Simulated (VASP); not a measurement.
Output of a VASP run:

**OSZICAR**
```
       N       E                     dE             d eps       ncg     rms          rms(c)
DAV:   1     0.105955734688E+03    0.10596E+03   -0.79083E+03  1222   0.117E+03
DAV:   2     0.918549519023E+00   -0.10504E+03   -0.99338E+02  1377   0.261E+02
DAV:   3    -0.377175099568E+01   -0.46903E+01   -0.46651E+01  1492   0.567E+01
DAV:   4    -0.382210796662E+01   -0.50357E-01   -0.50347E-01  1723   0.533E+00
DAV:   5    -0.382227016830E+01   -0.16220E-03   -0.16220E-03  1477   0.295E-01    0.575E+00
DAV:   6    -0.363140333610E+01    0.19087E+00   -0.47079E-01  1407   0.917E+00    0.477E+00
DAV:   7    -0.362691516393E+01    0.44882E-02   -0.87309E-02  1377   0.221E+00    0.196E+00
DAV:   8    -0.362662027712E+01    0.29489E-03   -0.77488E-03  1277   0.114E+00    0.477E-01
DAV:   9    -0.362667277645E+01   -0.52499E-04   -0.81303E-04  1482   0.326E-01    0.828E-02
DAV:  10    -0.362670715893E+01   -0.34382E-04   -0.90410E-05  1283   0.936E-02    0.454E-02
DAV:  11    -0.362672132040E+01   -0.14161E-04   -0.24265E-05  1292   0.370E-02    0.151E-02
DAV:  12    -0.362672112515E+01    0.19525E-06   -0.31431E-06  1417   0.124E-02    0.103E-02
DAV:  13    -0.362672108808E+01    0.37072E-07   -0.19093E-07  1279   0.358E-03
   1 F= -.36267211E+01 E0= -.36267820E+01  d E =0.182879E-03
```

File OUTCAR:
```
------------------------ aborting loop because EDIFF is reached ----------------------------------------
  FORCE on cell =-STRESS in cart. coord.  units (eV):
  Direction    XX          YY          ZZ          XY          YZ          ZX
  --------------------------------------------------------------------------------------
  Total       -0.8420510     -0.8420510     -0.8420510     -0.0000000      0.0000000      0.0000000
  in kB      -17.2753437    -17.2753437    -17.2753437     -0.0000000      0.0000000      0.0000000
  external PRESSURE =     -17.2753437 kB  Pullay stress =       0.0000000 kB
  volume of cell :       78.09
      direct lattice vectors                 reciprocal lattice vectors
     0.000000000  3.392585168  3.392585168    -0.147380235  0.147380235  0.147380235
     3.392585168  0.000000000  3.392585168     0.147380235 -0.147380235  0.147380235
     3.392585168  3.392585168  0.000000000     0.147380235  0.147380235 -0.147380235
 POSITION                                       TOTAL-FORCE (eV/Angst)
 -----------------------------------------------------------------------------------
      0.00000      0.00000      0.00000        -0.000000     -0.000000     -0.000000
      1.69629      1.69629      1.69629         0.000000      0.000000      0.000000
 -----------------------------------------------------------------------------------
    total drift:                               -0.000000     -0.000000     -0.000000
  FREE ENERGIE OF THE ION-ELECTRON SYSTEM (eV)
  ---------------------------------------------------
  free  energy   TOTEN  =        -3.6267210881 eV

  energy  without entropy=       -3.6269039666  energy(sigma->0) =       -3.62678205
```
(Selected blocks of OUTCAR.)

POSCAR:
```
HgTe
1
    0.0000000000     3.3925851676     3.3925851676
    3.3925851676     0.0000000000     3.3925851676
    3.3925851676     3.3925851676     0.0000000000
Hg Te
1 1
Direct
  0.0000000000   0.0000000000   0.0000000000
  0.2500000000   0.2500000000   0.2500000000
```

### Question
Write an INCAR and KPOINTS that could have produced this output.

### Answer
This is not unique; one that fits is the input of the run itself, PBE GGA, plane waves, VASP's PBE PAW potentials (set 64).

### INCAR
```
SYSTEM  =  HgTe
PREC  =  Accurate; ENCUT  =  520; LREAL  =  .FALSE.
LASPH  =  .TRUE.
EDIFF  =  1E-7; NELM  =  100; ALGO  =  Normal
LMAXMIX  =  6
ISMEAR  =  1; SIGMA  =  0.1
GGA  =  PE
ISIF  =  2
LWAVE  =  .FALSE.; LCHARG  =  .FALSE.
```

**KPOINTS**
```
Automatic mesh
0
Gamma
10 10 10
0 0 0
```

POTCAR, in this order: Hg Te (PBE.64 set). Program: vasp_std.

The compound is HgTe in the zinc blende structure. This cell is one point of a volume scan, at 1.06 of the reference volume.
